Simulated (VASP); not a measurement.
Crystal: BAs.

```
B As
1.0
     0.00000    2.38850    2.38850
     2.38850    0.00000    2.38850
     2.38850    2.38850    0.00000
B As
1 1
Direct
  0.00000 0.00000 0.00000
  0.25000 0.25000 0.25000
```

* Program: VASP 6.6.1
* Task: relaxation of cell and atoms
* Functional: PBE
* Potentials or basis: VASP PAW PBE potentials, release 64 (B, As)
* Cutoff: 520 eV
* k mesh: 12 × 12 × 12
* Occupations: gaussian, width 0.02 eV
* Spin: no spin polarisation

At the start: pressure 3.4 GPa; volume 13.63 Å³/atom.

Where does the relaxation end?

Over 3 steps the energy falls by 3.6 meV/atom and the volume is 13.97 Å³/atom (+2.5 %); space group F-43m (No. 216, to 0.05 Å).

The path:
| step | energy change (eV) | largest force (eV/Å) | pressure (GPa) | volume (Å³) |
| --- | --- | --- | --- | --- |
| 1 | 0.0000 | 0.0000 | 3.43 | 27.25 |
| 2 | -0.0037 | 0.0000 | -2.19 | 28.42 |
| 3 | -0.0071 | 0.0000 | 0.01 | 27.93 |

Final structure:
```xyz
2
Lattice="0.0000 2.4082 2.4082 2.4082 0.0000 2.4082 2.4082 2.4082 0.0000" Properties=species:S:1:pos:R:3 pbc="T T T"
B     0.0000    0.0000    0.0000
As    1.2041    1.2041    1.2041
```
